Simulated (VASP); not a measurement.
Computed with PBE GGA, VASP's PBE PAW potentials (set 64) (plane waves; VASP).

The input files of a VASP run:

File POSCAR:
```
SiC
1.0
  1.5235424875  -2.6388527495   0.0000000000
  1.5235424875   2.6388527495   0.0000000000
  0.0000000000   0.0000000000   4.9997779594
Si C
2 2
Cart
  1.5235424875  -0.8796193424   2.4978738372
  1.5235424875   0.8796193424   4.9977628169
  1.5235424875  -0.8796193424   4.3768208570
  1.5235424875   0.8796193424   1.8769318773
```

**KPOINTS**
```
Automatic
0
Gamma
 8 8 5
```

### INCAR
```
SYSTEM = SiC
PREC = Accurate
ENCUT = 620
EDIFF = 1E-6
NELM = 100
ALGO = Normal
LREAL = .FALSE.
LASPH = .TRUE.
ISMEAR = 0
SIGMA = 0.05
GGA = PE
LWAVE = .FALSE.
LCHARG = .FALSE.
IBRION = 2
ISIF = 3
NSW = 40
EDIFFG = -0.02
PSTRESS = 100
```

POTCAR, in this order: Si C (PBE.64 set). Program: vasp_std.

Output

**OSZICAR**
```
       N       E                     dE             d eps       ncg     rms          rms(c)
DAV:   1     0.427441306014E+02    0.42744E+02   -0.83682E+03   720   0.139E+03
DAV:   2    -0.301631687581E+02   -0.72907E+02   -0.66560E+02   992   0.201E+02
DAV:   3    -0.339002175927E+02   -0.37370E+01   -0.37122E+01   944   0.458E+01
DAV:   4    -0.339459195634E+02   -0.45702E-01   -0.45657E-01   908   0.590E+00
DAV:   5    -0.339466729659E+02   -0.75340E-03   -0.75321E-03   944   0.723E-01    0.129E+01
DAV:   6    -0.301894906745E+02    0.37572E+01   -0.10832E+01   876   0.212E+01    0.579E+00
DAV:   7    -0.300743328489E+02    0.11516E+00   -0.98383E-01   920   0.665E+00    0.251E+00
DAV:   8    -0.300581548849E+02    0.16178E-01   -0.49591E-02   856   0.167E+00    0.539E-01
DAV:   9    -0.300574514710E+02    0.70341E-03   -0.63011E-03   880   0.616E-01    0.130E-01
DAV:  10    -0.300576995100E+02   -0.24804E-03   -0.66143E-04   868   0.188E-01    0.532E-02
DAV:  11    -0.300577120968E+02   -0.12587E-04   -0.96091E-05   876   0.787E-02    0.123E-02
DAV:  12    -0.300577132985E+02   -0.12017E-05   -0.38271E-06   888   0.157E-02    0.268E-03
DAV:  13    -0.300577136748E+02   -0.37633E-06   -0.18298E-07   548   0.374E-03
   1 F= -.27548487E+02 E0= -.27548487E+02  d E =-.275485E+02
```

OUTCAR:
```
------------------------ aborting loop because EDIFF is reached ----------------------------------------
  FORCE on cell =-STRESS in cart. coord.  units (eV):
  Direction    XX          YY          ZZ          XY          YZ          ZX
  --------------------------------------------------------------------------------------
  Total        2.5201708      2.5201703      2.4860405      0.0000000     -0.0000000      0.0000000
  in kB      100.4361644    100.4361457     99.0759734      0.0000000     -0.0000000      0.0000000
  external PRESSURE =      -0.0172388 kB  Pullay stress =     100.0000000 kB
  volume of cell :       40.20
      direct lattice vectors                 reciprocal lattice vectors
     1.523542488 -2.638852749  0.000000000     0.328182512 -0.189476279  0.000000000
     1.523542488  2.638852749  0.000000000     0.328182512  0.189476279  0.000000000
     0.000000000  0.000000000  4.999777959     0.000000000  0.000000000  0.200008882
  FREE ENERGIE OF THE ION-ELECTRON SYSTEM (eV)
  ---------------------------------------------------
  free  energy   TOTEN  =       -30.0577136748 eV

  energy  without entropy=      -30.0577136748  energy(sigma->0) =      -30.05771367
  enthalpy is  TOTEN    =       -27.5484872189 eV   P V=        2.5092264559

 reached required accuracy - stopping structural energy minimisation
```
(Selected blocks of OUTCAR.)

The compound is SiC in the wurtzite structure, the rare 2H polytype. It was relaxed first under an external pressure of 10 GPa.
